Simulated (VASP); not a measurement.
An input for Quantum ESPRESSO's pw.x (written as the equivalent of a VASP run, and not itself run):

```
&CONTROL
  calculation = 'vc-relax'
  pseudo_dir = './pseudo'
  outdir = './out'
  tprnfor = .true.
  tstress = .true.
  nstep = 60
  forc_conv_thr = 0.00078
/
&SYSTEM
  ibrav = 0
  nat = 3
  ntyp = 2
  ecutwfc = 84
  occupations = 'smearing'
  smearing = 'methfessel-paxton'
  degauss = 0.00735
  input_dft = 'vdw-df2-b86r'
/
&ELECTRONS
  conv_thr = 7.3e-08
  electron_maxstep = 100
/
&IONS
/
&CELL
/
ATOMIC_SPECIES
  Ti 47.867 Ti.upf
  B 10.810 B.upf
CELL_PARAMETERS angstrom
     1.5103583   -2.6160173    0.0000000
     1.5103583    2.6160173    0.0000000
     0.0000000    0.0000000    3.1819277
ATOMIC_POSITIONS crystal
  Ti   0.0000000  1.0000000  1.0000000
  B    0.3333330  0.6666670  0.5000000
  B    0.6666670  0.3333330  0.5000000
K_POINTS automatic
  11 11 9 0 0 0
```

Task: Write the VASP files for the same calculation (rev-vdW-DF2).

Result: This is not unique; one that fits is 
### INCAR
```
SYSTEM = TiB2
PREC = Accurate
ENCUT = 520
EDIFF = 1E-6
NELM = 100
ALGO = Normal
LREAL = .FALSE.
LASPH = .TRUE.
ISMEAR = 1
SIGMA = 0.1
GGA = MK
PARAM1 = 0.1234568
PARAM2 = 0.7114
ZAB_VDW = -1.8867
LUSE_VDW = .TRUE.
AGGAC = 0.0
LMAXMIX = 4
LWAVE = .FALSE.
LCHARG = .FALSE.
IBRION = 2
ISIF = 3
NSW = 60
EDIFFG = -0.02
```

KPOINTS:
```
Automatic mesh
0
gamma
  11 11 9
0 0 0
```

### POSCAR
```
TiB2
1.0
  1.5103582643  -2.6160172778   0.0000000000
  1.5103582643   2.6160172778   0.0000000000
  0.0000000000   0.0000000000   3.1819276551
Ti B
1 2
Direct
  0.0000000000   1.0000000000   1.0000000000
  0.3333330000   0.6666670000   0.5000000000
  0.6666670000   0.3333330000   0.5000000000
```

POTCAR, in this order: Ti_sv B (PBE.64 set). Program: vasp_std.

Limits of the translation: the potentials are each code's own (VASP's PAW set, PseudoDojo norm-conserving files in pw.x), so ENCUT and ecutwfc are chosen apart and not converted; conv_thr bounds pw.x's estimated SCF error, while EDIFF bounds the energy change between steps; forc_conv_thr acts on force components and is met together with etot_conv_thr.

The compound is TiB2 in the AlB2 type structure. This run relaxes it. Symmetry was kept, so distortions that lower it aren't found. The start is the result of an earlier pass.
